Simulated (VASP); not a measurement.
An input for Ansatz (written as the equivalent of a VASP run, and not itself run):

Ansatz 0.2 input:
```yaml
crystal:
  lattice:
    - [0.0000000, 3.0250000, 3.0250000]
    - [3.0250000, 0.0000000, 3.0250000]
    - [3.0250000, 3.0250000, 0.0000000]
  atoms:
    - { symbol: Cu, position: [0.0000000, 0.0000000, 0.0000000] }
    - { symbol: I, position: [0.2500000, 0.2500000, 0.2500000] }
kpoints:
  mp_grid: { grid: [7, 7, 7] }
hamiltonian:
  xc: revpbe
  pseudopotentials: { kind: paw }
scf:
  occupations: { method: gaussian, width: 0.05 }
  max_iter: 100
relax:
  max_steps: 60
  f_tol: 0.01
  cell: {}
output: { forces: true, stress: true, eigenvalues: true }
```

Translate this input to VASP (INCAR, KPOINTS, POSCAR, choice of POTCAR).

Several could match; the one computed here: 
### KPOINTS
```
Automatic mesh
0
Gamma
7 7 7
0 0 0
```

### POSCAR
```
CuI
1.0
  0.0000000000   3.0250000000   3.0250000000
  3.0250000000   0.0000000000   3.0250000000
  3.0250000000   3.0250000000   0.0000000000
Cu I
1 1
Cart
  0.0000000000   0.0000000000   0.0000000000
  1.5125000000   1.5125000000   1.5125000000
```

**INCAR**
```
SYSTEM = CuI
PREC = Accurate
ENCUT = 520
EDIFF = 1E-6
NELM = 100
ALGO = Normal
LREAL = .FALSE.
LASPH = .TRUE.
ISMEAR = 0
SIGMA = 0.05
GGA = RE
LMAXMIX = 4
LWAVE = .FALSE.
LCHARG = .FALSE.
IBRION = 2
ISIF = 3
NSW = 60
EDIFFG = -0.01
```

POTCAR, in this order: Cu I (PBE.64 set). Program: vasp_std.

Limits of the translation: each code has its own PAW files, so the cut-off isn't converted (ENCUT is set for VASP's; basis.ecutwfc is left out, and Ansatz then takes the one that its files recommend); Ansatz stops its SCF on the density residual and VASP on the energy change (EDIFF).

The compound is CuI in the zinc blende structure. This run relaxes it. Symmetry was kept, so distortions that lower it aren't found.
